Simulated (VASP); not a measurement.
Wanted: the native input for a VASP 6.6.1 run.

```
Task                   : single point
Functional             : r2SCAN
Potentials or basis    : VASP PAW PBE potentials, release 64 (Ge_d, B, C)
Cutoff                 : 520 eV
k mesh                 : 8 × 8 × 8
Occupations            : gaussian, width 0.1 eV
Spin                   : no spin polarisation
Further INCAR settings : ALGO = Normal; EDIFF = 1e-06; NBANDS = 40
```

The structure of Ge3B2C3 lies in POSCAR:

```
Ge3B2C3
1.0
    3.1149790000      1.7984340000      2.6551400000
   -3.1149790000      1.7984340000      2.6551400000
    0.0000000000     -3.5968680000      2.6551400000
Ge B C
3 2 3
Direct
    0.9960200000      0.4892770000      0.4892770000
    0.4892770000      0.9960200000      0.4892770000
    0.4892770000      0.4892770000      0.9960200000
    0.0074180000      0.0074180000      0.0074180000
    0.7862130000      0.7862130000      0.7862130000
    0.2272330000      0.2272330000      0.7777250000
    0.2272330000      0.7777250000      0.2272330000
    0.7777250000      0.2272330000      0.2272330000
```

The cell was built by a generator and needn't be a form met in nature.

One way to write it, as run:

INCAR

```
SYSTEM = Ge3B2C3
ALGO = Normal ; EDIFF = 1E-6
ENCUT = 520 ; ISIF = 2
ISMEAR = 0 ; KPAR = 4
LASPH = .TRUE. ; LCHARG = .FALSE.
LMIXTAU = .TRUE. ; LREAL = .FALSE.
LWAVE = .FALSE. ; METAGGA = R2SCAN
NBANDS = 40 ; NELM = 150
PREC = Accurate ; SIGMA = 0.1
```

KPOINTS

```
k-points
0
G
  8 8 8
  0 0 0
```

Potentials or basis: VASP PAW PBE potentials, release 64 (Ge_d, B, C).

Run with:

```bash
$ cat potpaw_PBE.64/Ge_d/POTCAR potpaw_PBE.64/B/POTCAR potpaw_PBE.64/C/POTCAR > POTCAR
$ mpirun -np 4 vasp_std > vasp.out
```

It gave:

| Quantity | Value |
| --- | --- |
| Pressure | -2.9 GPa |
| Largest force | 0.240 eV/Å |
| Band gap on the k mesh | none (metal or under the smearing width) |

Caveat: the PAW data sets were made with another functional, which shifts forces and pressure a little.

Run time: 2 min on 4 MPI ranks on Intel(R) Xeon(R) 6975P-C (Granite Rapids), with other jobs on the host, peak memory 0.33 GiB a rank.
